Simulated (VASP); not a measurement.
CdSe (zinc blende), at 1.04 of the tabulated volume:

```
CELL_PARAMETERS angstrom
      0.00000     3.06481     3.06481
      3.06481     0.00000     3.06481
      3.06481     3.06481     0.00000
ATOMIC_POSITIONS crystal
  Cd 0.00000 0.00000 0.00000
  Se 0.25000 0.25000 0.25000
```

The lowest empty band near Γ, direction [111], from mBJ (TB09) with spin-orbit coupling in VASP (PAW); its two spin partners are averaged. The gap over the points computed is 1.79 eV, and the next band on that side lies 4.62 eV away at the edge.

Settings: 400 eV cut-off, 8×8×8 Γ-centred mesh, Gaussian smearing of 0.050 eV, potentials Cd Se.

| distance from the edge in k (1/Å) | distance in energy (meV) |
|---|---|
| 0.012 | 3.2 |
| 0.018 | 7.3 |
| 0.025 | 14.1 |
| 0.035 | 27.4 |
| 0.050 | 55.1 |
| 0.070 | 104.8 |

### Question
Fit E(1 + αE) = ħ²k²/2m* (ħ²/2m0 = 3.810 eV Å²) and predict the row at 0.095 1/Å.

### Answer
Least squares on the energies gives the electron mass m* = 0.167 m0 and α = 0.61 per eV, and so 184.6 meV. The run gave 183.6 meV, -1.0 meV from the fit.

Left out are points under 3 meV from the edge, since the levels carry 0.1 meV, and points farther than half the way to the next band.

The compound is CdSe in the zinc blende structure, whereas wurtzite is the usual form. The cell was not relaxed at this level.
